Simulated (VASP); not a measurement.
Calculation: AM05 GGA, VASP's PBE PAW potentials (set 64) (plane waves; VASP).

VASP input:

**INCAR**
```
ALGO  =  Normal
EDIFF  =  1E-7
ENCUT  =  520
GGA  =  AM
ISIF  =  2
ISMEAR  =  -5
LASPH  =  T
LCHARG  =  T
LMAXMIX  =  4
LORBIT  =  11
LREAL  =  F
LWAVE  =  F
NEDOS  =  601
NELM  =  100
PREC  =  Accurate
SYSTEM  =  Tc
```

**KPOINTS**
```
Automatic
0
G
 17 17 10
0 0 0
```

### POSCAR
```
Tc
1
    1.3575714931    -2.3513831839     0.0000000000
    1.3575714931     2.3513831839     0.0000000000
    0.0000000000     0.0000000000     4.3503727645
Tc
2
Direct
  0.3333330000   0.6666670000   0.2500000000
  0.6666670000   0.3333330000   0.7500000000
```

POTCAR, in this order: Tc_pv (PBE.64 set). Program: vasp_std.

Output of the run:

**OSZICAR**
```
       N       E                     dE             d eps       ncg     rms          rms(c)
DAV:   1     0.311339000393E+03    0.31134E+03   -0.16920E+04  6756   0.163E+03
DAV:   2    -0.155425941233E+02   -0.32688E+03   -0.32396E+03  7428   0.458E+02
DAV:   3    -0.235803617020E+02   -0.80378E+01   -0.78994E+01  7923   0.825E+01
DAV:   4    -0.236525452721E+02   -0.72184E-01   -0.71589E-01  7369   0.788E+00
DAV:   5    -0.236532698264E+02   -0.72455E-03   -0.71728E-03  7585   0.711E-01    0.262E+01
DAV:   6    -0.222157085339E+02    0.14376E+01   -0.34131E+00  7159   0.184E+01    0.829E+00
DAV:   7    -0.220368926674E+02    0.17882E+00   -0.67579E-01  7632   0.737E+00    0.924E-01
DAV:   8    -0.220249728823E+02    0.11920E-01   -0.12108E-02  6934   0.124E+00    0.237E-01
DAV:   9    -0.220250040734E+02   -0.31191E-04   -0.43274E-04  8043   0.178E-01    0.237E-02
DAV:  10    -0.220250009691E+02    0.31043E-05   -0.24287E-05  7096   0.437E-02    0.137E-02
DAV:  11    -0.220250040498E+02   -0.30807E-05   -0.13765E-06  7048   0.118E-02    0.137E-03
DAV:  12    -0.220250030454E+02    0.10044E-05   -0.92561E-08  3621   0.261E-03    0.279E-04
DAV:  13    -0.220250027417E+02    0.30366E-06   -0.17827E-08  3402   0.103E-03    0.133E-04
DAV:  14    -0.220250027587E+02   -0.16988E-07   -0.24421E-09  3386   0.436E-04
   1 F= -.22025003E+02 E0= -.22025003E+02  d E =0.000000E+00
```

### OUTCAR
```
------------------------ aborting loop because EDIFF is reached ----------------------------------------
  FORCE on cell =-STRESS in cart. coord.  units (eV):
  Direction    XX          YY          ZZ          XY          YZ          ZX
  --------------------------------------------------------------------------------------
  Total        0.0688270      0.0688270     -0.0403047      0.0000000     -0.0000000      0.0000000
  in kB        3.9703312      3.9703325     -2.3250019      0.0000000     -0.0000000      0.0000000
  external PRESSURE =       1.8718873 kB  Pullay stress =       0.0000000 kB
  volume of cell :       27.77
      direct lattice vectors                 reciprocal lattice vectors
     1.357571493 -2.351383184  0.000000000     0.368304728 -0.212640799  0.000000000
     1.357571493  2.351383184  0.000000000     0.368304728  0.212640799  0.000000000
     0.000000000  0.000000000  4.350372765     0.000000000  0.000000000  0.229865360
 POSITION                                       TOTAL-FORCE (eV/Angst)
 -----------------------------------------------------------------------------------
      1.35757      0.78380      1.08759         0.000000      0.000000      0.000000
      1.35757     -0.78380      3.26278        -0.000000     -0.000000      0.000000
 -----------------------------------------------------------------------------------
    total drift:                                0.000024      0.000603     -0.000043
  FREE ENERGIE OF THE ION-ELECTRON SYSTEM (eV)
  ---------------------------------------------------
  free  energy   TOTEN  =       -22.0250027587 eV

  energy  without entropy=      -22.0250027587  energy(sigma->0) =      -22.02500276

 total charge

# of ion       s       p       d       tot
------------------------------------------
    1        0.492   6.523   5.162  12.177
    2        0.492   6.523   5.162  12.177
--------------------------------------------------
tot          0.985  13.046  10.323  24.354
```
(Selected blocks of OUTCAR.)

For a metal the tetrahedron method with Blöchl corrections gives inexact stress and forces.

The compound is Tc in the hcp structure. It was relaxed first.
